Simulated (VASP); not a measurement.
# ZnCd3Se3S (R3m) in VASP: further runs, part 2 of 2

VASP 6.6.1. Earlier steps stand in the parts before.

**3. Single point, PBE**

This run uses another cell than the first one, of 27.40 Å³/atom, 1.006 times its volume.

Input file INCAR:

```
SYSTEM = ZnCd3Se3S
  PREC = Normal
  ENCUT = 520
  EDIFF = 1E-5
  ISMEAR = 0
  SIGMA = 0.15
  LREAL = Auto
  LASPH = .TRUE.
  NELM = 80
  ALGO = Fast
  ISIF = 2
  LWAVE = .FALSE.
  LCHARG = .FALSE.
  GGA = PE
  NBANDS = 46
```

Input file KPOINTS:

```
regular mesh
0
G
  6 6 2
  0 0 0
```

Input file POSCAR:

```
ZnCd3Se3S
1.0
    4.2458210000      0.0000000000      0.0000000000
   -2.1229100000      3.6769890000      0.0000000000
    0.0000000000      0.0000000000     14.0428500000
Zn Cd Se S
1 3 3 1
Direct
    0.0000000000      0.0000000000      0.9936640000
    0.6666670000      0.3333330000      0.5037500000
    0.3333330000      0.6666670000      0.7662730000
    0.3333330000      0.6666670000      0.2414320000
    0.6666670000      0.3333330000      0.6939580000
    0.0000000000      0.0000000000      0.1702720000
    0.3333330000      0.6666670000      0.4315260000
    0.3333330000      0.6666670000      0.9491280000
```

Potentials or basis: VASP PAW PBE potentials, release 64 (Zn, Cd, Se, S).

On the command line:

```console
$ cat potpaw_PBE.64/Zn/POTCAR potpaw_PBE.64/Cd/POTCAR potpaw_PBE.64/Se/POTCAR potpaw_PBE.64/S/POTCAR > POTCAR
$ mpirun -np 1 vasp_std > vasp.out
```

OUTCAR:

```text
SYSTEM = ZnCd3Se3S
   PREC = Normal
   ENCUT = 520
   EDIFF = 1E-5
   ISMEAR = 0
   LREAL = Auto
   LASPH = .TRUE.
   NELM = 80
   ISIF = 2
   GGA = PE

 ion  position               nearest neighbor table
   1  0.000  0.000  0.994-   6 2.48   8 2.53   8 2.53   8 2.53
   2  0.667  0.333  0.504-   7 2.65   7 2.65   7 2.65   5 2.67
   3  0.333  0.667  0.766-   8 2.57   5 2.65   5 2.65   5 2.65
   4  0.333  0.667  0.241-   6 2.65   6 2.65   6 2.65   7 2.67
   5  0.667  0.333  0.694-   3 2.65   3 2.65   3 2.65   2 2.67
   6  0.000  0.000  0.170-   1 2.48   4 2.65   4 2.65   4 2.65
   7  0.333  0.667  0.432-   2 2.65   2 2.65   2 2.65   4 2.67
   8  0.333  0.667  0.949-   1 2.53   1 2.53   1 2.53   3 2.57

  LATTYP: Found a hexagonal cell.
 ALAT       =     4.2458210000
 C/A-ratio  =     3.3074521983

  Lattice vectors:

 A1 = (   4.2458210000,   0.0000000000,   0.0000000000)
 A2 = (  -2.1229100000,   3.6769890000,   0.0000000000)
 A3 = (   0.0000000000,   0.0000000000,  14.0428500000)

Analysis of symmetry for initial positions (statically):
=====================================================================
 Subroutine PRICEL returns:
 Original cell was already a primitive cell.

 Routine SETGRP: Setting up the symmetry group for a
 hexagonal supercell.

 Subroutine GETGRP returns: Found  6 space group operations
 (whereof  6 operations were pure point group operations)
 out of a pool of 24 trial point group operations.

The static configuration has the point symmetry C_3v.

Analysis of symmetry for dynamics (positions and initial velocities):
=====================================================================
 Subroutine PRICEL returns:
 Original cell was already a primitive cell.

 Routine SETGRP: Setting up the symmetry group for a
 hexagonal supercell.

 Subroutine GETGRP returns: Found  6 space group operations
 (whereof  6 operations were pure point group operations)
 out of a pool of 24 trial point group operations.

The dynamic configuration has the point symmetry C_3v.

 Subroutine INISYM returns: Found  6 space group operations
 (whereof  6 operations are pure point group operations),
 and found     1 'primitive' translations

----------------------------------------------------------------------------------------

                                     Primitive cell

  volume of cell :     219.2347

  direct lattice vectors                    reciprocal lattice vectors
     4.245821000  0.000000000  0.000000000     0.235525709  0.135980794  0.000000000
    -2.122910000  3.676989000  0.000000000     0.000000000  0.271961651  0.000000000
     0.000000000  0.000000000 14.042850000     0.000000000  0.000000000  0.071210616

  length of vectors
     4.245821000  4.245820883 14.042850000     0.271961644  0.271961651  0.071210616

  position of ions in fractional coordinates (direct lattice)
     0.000000000  0.000000000  0.993664000
     0.666667000  0.333333000  0.503750000
     0.333333000  0.666667000  0.766273000
     0.333333000  0.666667000  0.241432000
     0.666667000  0.333333000  0.693958000
     0.000000000  0.000000000  0.170272000
     0.333333000  0.666667000  0.431526000
[... 49 lines left out ...]
  0.166667  0.000000  0.500000      6.000000
  0.333333  0.000000  0.500000      6.000000
  0.500000  0.000000  0.500000      3.000000
  0.166667  0.166667  0.500000      6.000000
  0.333333  0.166667  0.500000     12.000000
  0.333333  0.333333  0.500000      2.000000
   k-points           NKPTS =     14   k-points in BZ     NKDIM =     14   number of bands    NBANDS=     46
   number of dos      NEDOS =    301   number of ions     NIONS =      8
   total plane-waves  NPLWV =  46080
   dimension x,y,z NGX =    24 NGY =   24 NGZ =   80
   dimension x,y,z NGXF=    48 NGYF=   48 NGZF=  160
   ions per type =               1   3   3   1
   NGX,Y,Z   is equivalent  to a cutoff of   9.40,  9.40,  9.47 a.u.
   NGXF,Y,Z  is equivalent  to a cutoff of  18.79, 18.79, 18.94 a.u.
 SYSTEM =  ZnCd3Se3S
   PREC   = normal    normal or accurate (medium, high low for compatibility)
   ISTART =      0    job   : 0-new  1-cont  2-samecut
   ICHARG =      2    charge: 1-file 2-atom 10-const
   ISPIN  =      1    spin polarized calculation?
   LNONCOLLINEAR =      F non collinear calculations
   LSORBIT =      F    spin-orbit coupling
   LASPH  =      T    aspherical Exc in radial PAW
   ENCUT  =  520.0 eV  38.22 Ry    6.18 a.u.   7.89  7.89 26.11*2*pi/ulx,y,z
   NELM   =     80;   NELMIN=  2; NELMDL= -5     # of ELM steps
   EDIFF  = 0.1E-04   stopping-criterion for ELM
   LREAL  =      T    real-space projection
   EDIFFG = 0.1E-03   stopping-criterion for IOM
   NSW    =      0    number of steps for IOM
   IBRION =     -1    ionic relax: 0-MD 1-quasi-New 2-CG
   NFREE  =      0    steps in history (QN), initial steepest desc. (CG)
   ISIF   =      2    stress and relaxation
   ISYM   =      2    0-nonsym 1-usesym 2-fastsym
   POTIM  = 0.5000    time-step for ionic-motion
   TEBEG  =    0.0;   TEEND  =   0.0 temperature during run
   PSTRESS=    0.0 pullay stress
   NELECT =      72.0000    total number of electrons
   NUPDOWN=      -1.0000    fix difference up-down
   EMIN   =  10.00;   EMAX   =-10.00  energy-range for DOS
   EFERMI =   0.00;   METHOD = LEGACY
   ISMEAR =     0;   SIGMA  =   0.15  broadening in eV -4-tet -1-fermi 0-gaus
   EFERMI_NEDOS =   21; number of points for ismear=-14 and -15
   IALGO  =     68    algorithm
   IMIX   =      4    mixing-type and parameters
     AMIX     =   0.40;   BMIX     =  1.00
     AMIX_MAG =   1.60;   BMIX_MAG =  1.00
  volume/ion in A,a.u.               =      27.40       184.93
  Fermi-wavevector in a.u.,A,eV,Ry     =   1.129490  2.134428 17.357615  1.275749
  Thomas-Fermi vector in A             =   2.266184
   LORBIT       =      0    0 simple, 1 ext, 2 COOP (PROOUT), +10 PAW based schemes
   GGA     = PE    functional components
   LHFCALC =     F    Hartree Fock is set to
   AEXX    =    0.0000 exact exchange contribution
   IVDW    =     0    specifies the selected vdW correction
   LEPSILON=     F    determine dielectric tensor
   LRPA    =     F    only Hartree local field effects (RPA)
 non-spin polarized calculation
 RMM-DIIS sequential band-by-band and
 Gauss-broadening in eV      SIGMA  =   0.15
  energy-cutoff  :      520.00
  volume of cell :      219.23
 maximum number of plane-waves:      5934
   NGX = 15   NGY = 15   NGZ = 53

 number of electron      71.9999945 magnetization

 Free energy of the ion-electron system (eV)
  ---------------------------------------------------
  ext. energy  EPLUGINS =         0.00000000
  ---------------------------------------------------
  free energy    TOTEN  =       -22.87195165 eV

  energy without entropy =      -22.87168248  energy(sigma->0) =      -22.87181707

 E-fermi :   1.1807     XC(G=0):  -8.8057

 val. band max:        0.9179276926   @ k =   0.0000   0.0000   0.0000
 cond. band min:       1.4055363069   @ k =   0.0000   0.0000   0.0000
 fundamental gap:      0.4876086143
 Fermi energy:         1.1806625912

 k-point     1 :       0.0000    0.0000    0.0000
  band No.  band energies     occupation
      1     -11.6514      2.00000
      2     -11.4458      2.00000
      3     -11.3727      2.00000
      4     -11.1607      2.00000
      5      -6.9555      2.00000
      6      -6.9555      2.00000
[... 675 lines left out ...]
     45       7.5054      0.00000
     46       7.6747      0.00000

------------------------ aborting loop because EDIFF is reached ----------------------------------------

  FORCE on cell =-STRESS in cart. coord.  units (eV):
  Direction    XX          YY          ZZ          XY          YZ          ZX
  --------------------------------------------------------------------------------------
  -------------------------------------------------------------------------------------
  Total        0.1014787      0.1014787      0.0816195      0.0000000      0.0000000      0.0000000
  in kB        0.7416113      0.7416113      0.5964792      0.0000001      0.0000000      0.0000000
  external PRESSURE =       0.6932340 kB  Pullay stress =       0.0000000 kB

 VOLUME and BASIS-vectors are now :
 -----------------------------------------------------------------------------
  energy-cutoff  :      520.00
  volume of cell :      219.23
      direct lattice vectors                 reciprocal lattice vectors
     4.245821000  0.000000000  0.000000000     0.235525709  0.135980794  0.000000000
    -2.122910000  3.676989000  0.000000000     0.000000000  0.271961651  0.000000000
     0.000000000  0.000000000 14.042850000     0.000000000  0.000000000  0.071210616

 POSITION                                       TOTAL-FORCE (eV/Angst)
 -----------------------------------------------------------------------------------
      0.00000      0.00000     13.95387         0.000000      0.000000      0.001151
      2.12291      1.22566      7.07409        -0.000000     -0.000000      0.004524
     -0.00000      2.45133     10.76066         0.000000     -0.000000      0.006628
     -0.00000      2.45133      3.39039        -0.000000      0.000000     -0.002574
      2.12291      1.22566      9.74515         0.000000     -0.000000      0.007202
      0.00000      0.00000      2.39110         0.000000     -0.000000     -0.016936
     -0.00000      2.45133      6.05985        -0.000000     -0.000000      0.015239
     -0.00000      2.45133     13.32846        -0.000000      0.000000     -0.015234
 -----------------------------------------------------------------------------------
    total drift:                                0.001851     -0.001062      0.014521

  FREE ENERGIE OF THE ION-ELECTRON SYSTEM (eV)
  ---------------------------------------------------
  free  energy   TOTEN  =       -22.8719516545 eV

  energy  without entropy=      -22.8716824841  energy(sigma->0) =      -22.87181707
```

It took 48 s on 1 thread of Intel Xeon 6975P-C (Granite Rapids), shared host; peak memory 0.25 GiB.

What came out:

```yaml
Free_energy: -22.8720 eV
Pressure: 0.1 GPa
Largest_force: 0.017 eV/Å
Band_gap_on_the_k_mesh: 0.49 eV, direct
```

Forces in eV/Å, atoms in the order of the input:
```
Zn   0.000  0.000  0.001
Cd   0.000  0.000  0.005
Cd   0.000  0.000  0.007
Cd   0.000  0.000 -0.003
Se   0.000  0.000  0.007
Se   0.000  0.000 -0.017
Se   0.000  0.000  0.015
S    0.000  0.000 -0.015
```

Levels at points of the mesh, in eV from the valence-band top:
| k point | band 33 | band 34 | band 35 | band 36 | band 37 | band 38 | band 39 | band 40 |
| --- | --- | --- | --- | --- | --- | --- | --- | --- |
| (0.00, 0.00, 0.00) | -0.29 | -0.29 | 0.00 | 0.00 | 0.49 | 1.89 | 2.50 | 2.64 |
| (0.50, 0.00, 0.00) | -1.40 | -1.19 | -1.09 | -0.72 | 2.44 | 2.59 | 3.18 | 3.78 |
| (0.00, 0.00, 0.50) | -0.20 | -0.20 | -0.05 | -0.05 | 1.25 | 1.62 | 2.30 | 2.69 |
| (0.50, 0.00, 0.50) | -1.45 | -1.38 | -0.99 | -0.82 | 2.69 | 2.86 | 3.11 | 3.58 |

PBE gaps usually lie below the measured ones, often by a third to a half.

**4. Single point, PBE**

This run uses another cell than the first one, of the same volume but with other edges.

INCAR: that of step 3 with these lines changed.

```diff
@@ -5,3 +5,3 @@
   ISMEAR = 0
-  SIGMA = 0.15
+  SIGMA = 0.05
   LREAL = Auto
```

Input file KPOINTS:

```
regular mesh
0
G
  4 4 2
  0 0 0
```

Input file POSCAR:

```
ZnCd3Se3S
1.0
    4.2263400000      0.0000000000      0.0000000000
    0.0000000000      4.2512300000      0.0000000000
    0.0000000000      0.0000000000     12.1291700000
Zn Cd Se S
1 3 3 1
Direct
    0.0000000000      0.0000000000      0.9910410000
    0.0000000000      0.0000000000      0.5035930000
    0.5000000000      0.5000000000      0.2358970000
    0.5000000000      0.5000000000      0.7708290000
    0.0000000000      0.5000000000      0.6365920000
    0.5000000000      0.0000000000      0.3690930000
    0.0000000000      0.5000000000      0.1011640000
    0.5000000000      0.0000000000      0.8919170000
```

On the command line:

```console
$ cat potpaw_PBE.64/Zn/POTCAR potpaw_PBE.64/Cd/POTCAR potpaw_PBE.64/Se/POTCAR potpaw_PBE.64/S/POTCAR > POTCAR
$ mpirun -np 1 vasp_std > vasp.out
```

It took 39 s on 1 thread of Intel Xeon 6975P-C (Granite Rapids), shared host; peak memory 0.26 GiB.

Results (log left out):

- Free energy: -23.0291 eV
- Pressure: 0.1 GPa
- Largest force: 0.019 eV/Å
- Band gap on the k mesh: 0.62 eV, direct

Forces on the atoms (eV/Å):
```
Zn   0.000  0.000  0.003
Cd   0.000  0.000 -0.004
Cd   0.000  0.000 -0.002
Cd   0.000  0.000 -0.019
Se   0.000  0.000  0.010
Se   0.000  0.000  0.012
Se   0.000  0.000 -0.007
S    0.000  0.000  0.007
```

Stress tensor (GPa, compression positive):
```
 0.12  0.00  0.00
 0.00  0.11  0.00
 0.00  0.00 -0.06
```

Levels at points of the mesh, in eV from the valence-band top:
| k point | band 34 | band 35 | band 36 | band 37 | band 38 | band 39 |
| --- | --- | --- | --- | --- | --- | --- |
| (0.00, 0.00, 0.00) | -0.20 | -0.06 | 0.00 | 0.62 | 3.00 | 3.18 |
| (0.50, 0.00, 0.00) | -0.79 | -0.54 | -0.54 | 2.33 | 2.34 | 3.62 |
| (0.00, 0.50, 0.00) | -0.57 | -0.51 | -0.50 | 2.22 | 2.48 | 3.52 |
| (0.50, 0.50, 0.00) | -1.85 | -1.79 | -1.76 | 3.09 | 3.27 | 3.53 |
| (0.00, 0.00, 0.50) | -0.43 | -0.29 | -0.20 | 1.83 | 1.96 | 3.31 |
| (0.50, 0.00, 0.50) | -1.06 | -0.54 | -0.54 | 2.93 | 2.98 | 2.99 |
| (0.00, 0.50, 0.50) | -0.57 | -0.51 | -0.50 | 2.70 | 3.00 | 3.07 |
| (0.50, 0.50, 0.50) | -1.93 | -1.91 | -1.89 | 3.82 | 3.83 | 3.85 |

Expect the measured gap to be larger: semilocal functionals such as PBE lack the derivative discontinuity.

**5. The runs side by side**

```csv
cell,k mesh,smearing,gap on the mesh (eV),pressure (GPa),largest force (eV/Å)
"R3m, 27.25 Å³/atom",3 × 3 × 3,gaussian 0.05 eV,0.68,0.0,0.02
"P3m1, 27.4 Å³/atom",6 × 6 × 2,gaussian 0.15 eV,0.49,0.1,0.02
"Pmm2, 27.24 Å³/atom",4 × 4 × 2,gaussian 0.05 eV,0.62,0.1,0.02
```

Alike in all rows: task single point; level PBE; potentials or basis VASP PAW PBE potentials, release 64 (Zn, Cd, Se, S); no spin polarisation; cutoff (eV) 520.

On the cell as given the gap runs from 0.49 eV (PBE) to 0.68 eV (PBE); the meshes differ, which moves gaps too.

Total energies depend on the potentials used, so only differences within one code and one set of settings carry meaning.
